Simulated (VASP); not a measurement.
VASP runs on NiSi2 (fluorite) share one base input (PBE GGA, plane waves, VASP's PBE PAW potentials (set 64)) and change the settings named in each case.

### KPOINTS
```
kpoints
0
G
  9 9 9
0 0 0
```

File POSCAR:
```
NiSi2
3.9019570
  0.0000000000   0.7071067159   0.7071067159
  0.7071067159   0.0000000000   0.7071067159
  0.7071067159   0.7071067159   0.0000000000
Si Ni
2 1
Direct
  0.2500000000   0.2500000000   0.2500000000
  0.7500000000   0.7500000000   0.7500000000
  0.0000000000   0.0000000000   0.0000000000
```

### INCAR
```
NELM  =  100   # most electronic steps
LREAL  =  .FALSE.   # projection in real space or not
LCHARG  =  .FALSE.
ENCUT  =  400   # plane-wave cut-off (eV)
LWAVE  =  .FALSE.
LMAXMIX  =  4
EDIFF  =  1E-6   # SCF stop (eV)
PREC  =  Accurate
ISMEAR  =  1   # Methfessel-Paxton
SIGMA  =  0.1
LASPH  =  .TRUE.   # aspherical one-centre terms
ISIF  =  2   # forces and stress, cell fixed
ALGO  =  Normal   # blocked Davidson
SYSTEM  =  NiSi2
GGA  =  PE   # PBE
```

POTCAR, in this order: Si Ni (PBE.64 set). Program: vasp_std.

```
change                      E(σ→0) (eV/atom)  pressure (GPa)  −TS (eV)
--------------------------  ----------------  --------------  --------
base run                             -5.7839           -5.12    0.0008
SIGMA = 0.3                          -5.7832           -5.23    0.0020
ISMEAR = 2, SIGMA = 0.01             -5.7838           -5.13    0.0000
ISMEAR = 0, SIGMA = 0.3              -5.7830           -5.34   -0.0378
ISMEAR = -1, SIGMA = 0.05            -5.7838           -5.16   -0.0050
ISMEAR = -1, SIGMA = 0.2             -5.7823           -5.25   -0.1189
ISMEAR = 0, SIGMA = 0.05             -5.7839           -5.13   -0.0006
ISMEAR = -5, SIGMA removed           -5.7806           -5.88    0.0000
ISMEAR = -4, SIGMA removed           -5.7638           -5.90    0.0000
```

Left out are runs that ran out of time, are held back, or changed the cell or the kind of run, fixed moments of cells without a moment, rows past the twelfth, gaps on odd meshes, pressures of charged cells and columns that move by less than the noise.

The compound is NiSi2 in the fluorite structure. The cell was not relaxed at this level. The run is not spin-polarised, so no magnetic state was tried.
